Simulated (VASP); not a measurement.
Level of theory: optB86b-vdW, VASP's PBE PAW potentials (set 64) (plane waves; VASP).

VASP ran on this input.

**INCAR**
```
LASPH  =  .TRUE.
NELM  =  100
ISIF  =  2
SIGMA  =  0.1   ! width (eV)
SYSTEM  =  GdN
PARAM1  =  0.1234
LUSE_VDW  =  .TRUE.
AGGAC  =  0.0
PARAM2  =  1.0
LMAXMIX  =  6   ! l cut-off of mixed one-centre charges
ALGO  =  Normal   ! blocked Davidson
ISMEAR  =  1   ! Methfessel-Paxton
LREAL  =  .FALSE.   ! projection in real space or not
EDIFF  =  1E-7
ENCUT  =  520
LWAVE  =  .FALSE.
GGA  =  MK
LCHARG  =  .FALSE.
PREC  =  Accurate
```

### KPOINTS
```
Automatic mesh
0
Gamma
13 13 13
0 0 0
```

**POSCAR**
```
GdN
1
    0.0000000000     2.5007847740     2.5007847740
    2.5007847740     0.0000000000     2.5007847740
    2.5007847740     2.5007847740     0.0000000000
Gd N
1 1
Direct
  0.0000000000   0.0000000000   0.0000000000
  0.5000000000   0.5000000000   0.5000000000
```

POTCAR, in this order: Gd_3 N (PBE.64 set). Program: vasp_std.

The run wrote:

### OSZICAR
```
       N       E                     dE             d eps       ncg     rms          rms(c)
DAV:   1     0.477822966105E+02    0.47782E+02   -0.68052E+03  1848   0.118E+03
DAV:   2    -0.120741640291E+02   -0.59856E+02   -0.56010E+02  2505   0.235E+02
DAV:   3    -0.149537280351E+02   -0.28796E+01   -0.28565E+01  2415   0.421E+01
DAV:   4    -0.149933004180E+02   -0.39572E-01   -0.39493E-01  2383   0.462E+00
DAV:   5    -0.149939553396E+02   -0.65492E-03   -0.65446E-03  2372   0.472E-01    0.261E+01
DAV:   6    -0.128829682982E+02    0.21110E+01   -0.19531E+01  2157   0.262E+01    0.242E+01
DAV:   7    -0.126717146893E+02    0.21125E+00   -0.15339E+00  2149   0.804E+00    0.167E+01
DAV:   8    -0.126739596311E+02   -0.22449E-02   -0.14835E-01  2047   0.397E+00    0.597E+00
DAV:   9    -0.126677585336E+02    0.62011E-02   -0.19378E-02  2233   0.115E+00    0.531E-01
DAV:  10    -0.126680796360E+02   -0.32110E-03   -0.70505E-04  2517   0.232E-01    0.431E-01
DAV:  11    -0.126680472392E+02    0.32397E-04   -0.20119E-04  2284   0.983E-02    0.221E-02
DAV:  12    -0.126680487408E+02   -0.15016E-05   -0.86975E-06  2423   0.261E-02    0.140E-02
DAV:  13    -0.126680485140E+02    0.22680E-06   -0.27282E-06  2436   0.106E-02    0.350E-03
DAV:  14    -0.126680485608E+02   -0.46782E-07   -0.87086E-08  1630   0.291E-03
   1 F= -.12668049E+02 E0= -.12668052E+02  d E =0.930320E-05
```

**OUTCAR**
```
------------------------ aborting loop because EDIFF is reached ----------------------------------------
  FORCE on cell =-STRESS in cart. coord.  units (eV):
  Direction    XX          YY          ZZ          XY          YZ          ZX
  --------------------------------------------------------------------------------------
  Total       -0.8992314     -0.8992314     -0.8992314      0.0000000      0.0000000      0.0000000
  in kB      -46.0599109    -46.0599109    -46.0599109      0.0000000      0.0000000      0.0000000
  external PRESSURE =     -46.0599109 kB  Pullay stress =       0.0000000 kB
  volume of cell :       31.28
      direct lattice vectors                 reciprocal lattice vectors
     0.000000000  2.500784774  2.500784774    -0.199937238  0.199937238  0.199937238
     2.500784774  0.000000000  2.500784774     0.199937238 -0.199937238  0.199937238
     2.500784774  2.500784774  0.000000000     0.199937238  0.199937238 -0.199937238
 POSITION                                       TOTAL-FORCE (eV/Angst)
 -----------------------------------------------------------------------------------
      0.00000      0.00000      0.00000         0.000000      0.000000      0.000000
      2.50078      2.50078      2.50078        -0.000000     -0.000000     -0.000000
 -----------------------------------------------------------------------------------
    total drift:                                0.000000      0.000000      0.000000
  FREE ENERGIE OF THE ION-ELECTRON SYSTEM (eV)
  ---------------------------------------------------
  free  energy   TOTEN  =       -12.6680485608 eV

  energy  without entropy=      -12.6680578640  energy(sigma->0) =      -12.66805166
```
(Selected blocks of OUTCAR.)

The 4f electrons are frozen in the core of the lanthanide potential, so 4f levels, which can set the real gap, and their magnetism are missing.

The compound is GdN in the rock salt structure. This cell is one point of a volume scan, at 1.03 of the reference volume.
